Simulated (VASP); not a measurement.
VASP runs on WS$_{2}$ (space group P6_3/mmc) share one base input (PBE GGA, plane waves, VASP's PBE PAW potentials (set 64)) and change the settings named in each case.

POSCAR:
```
WS2
1.0
  1.5750000000  -2.7279800000   0.0000000000
  1.5750000000   2.7279800000   0.0000000000
  0.0000000000   0.0000000000  12.3200000000
W S
2 4
Cart
  1.5750000000   0.9093284853   3.0800000000
  1.5750000000  -0.9093284853   9.2400000000
  1.5750000000   0.9093284853  10.8169600000
  1.5750000000  -0.9093284853   4.6569600000
  1.5750000000  -0.9093284853   1.5030400000
  1.5750000000   0.9093284853   7.6630400000
```

**INCAR**
```
SYSTEM  =  WS2
PREC  =  Accurate; ENCUT  =  300; LREAL  =  F
LASPH  =  T
EDIFF  =  1E-6; NELM  =  100; ALGO  =  Normal
LMAXMIX  =  6
ISMEAR  =  -1; SIGMA  =  0.02
GGA  =  PE
ISIF  =  2
LWAVE  =  F; LCHARG  =  F
```

### KPOINTS
```
Regular mesh
0
gamma
7 7 2
```

POTCAR, in this order: W_sv S (PBE.64 set). Program: vasp_std.

```
change                                                                                                                                                              E(σ→0) (eV/atom)  pressure (GPa)  largest force (eV/Å)
------------------------------------------------------------------------------------------------------------------------------------------------------------------  ----------------  --------------  --------------------
base run                                                                                                                                                                     -7.8667            3.52                 0.023
GGA removed, POTCAR W_sv S (LDA.64 set)                                                                                                                                      -8.7469           -4.36                 0.398
GGA_COMPAT = .FALSE., LNONCOLLINEAR = .TRUE., LSORBIT = .TRUE., MAGMOM = 0.0 0.0 0.0 0.0 0.0 0.0 0.0 0.0 0.0 0.0 0.0 0.0 0.0 0.0 0.0 0.0 0.0 0.0, program vasp_ncl           -8.1187      (withheld)            (withheld)
KPOINTS 2×2×1 Γ-centred mesh                                                                                                                                                 -7.5240            6.60                 0.357
LDAU = .TRUE., LDAUJ = 0 0, LDAUL = 2 -1, LDAUTYPE = 2, LDAUU = 6.0 0                                                                                                        -5.6403            8.98                 0.612
```

Q: Fill in the missing entries.

A: 
- GGA_COMPAT = .FALSE., LNONCOLLINEAR = .TRUE., LSORBIT = .TRUE., MAGMOM = 0.0 0.0 0.0 0.0 0.0 0.0 0.0 0.0 0.0 0.0 0.0 0.0 0.0 0.0 0.0 0.0 0.0 0.0, program vasp_ncl, pressure (GPa): 3.78
- GGA_COMPAT = .FALSE., LNONCOLLINEAR = .TRUE., LSORBIT = .TRUE., MAGMOM = 0.0 0.0 0.0 0.0 0.0 0.0 0.0 0.0 0.0 0.0 0.0 0.0 0.0 0.0 0.0 0.0 0.0 0.0, program vasp_ncl, largest force (eV/Å): 0.049

Energies of different potentials or functionals have different zeros.  Unless said otherwise, spin-orbit coupling is left out, though it shifts the bands of the heavy elements here. At 300 eV the pressure can carry a Pulay error.

Left out are runs that ran out of time, are held back, or changed the cell or the kind of run, fixed moments of cells without a moment, rows past the twelfth, gaps on odd meshes, pressures of charged cells and columns that move by less than the noise.

The structure is a typed WS2 crystal (P6_3/mmc). The cell was not relaxed at this level.
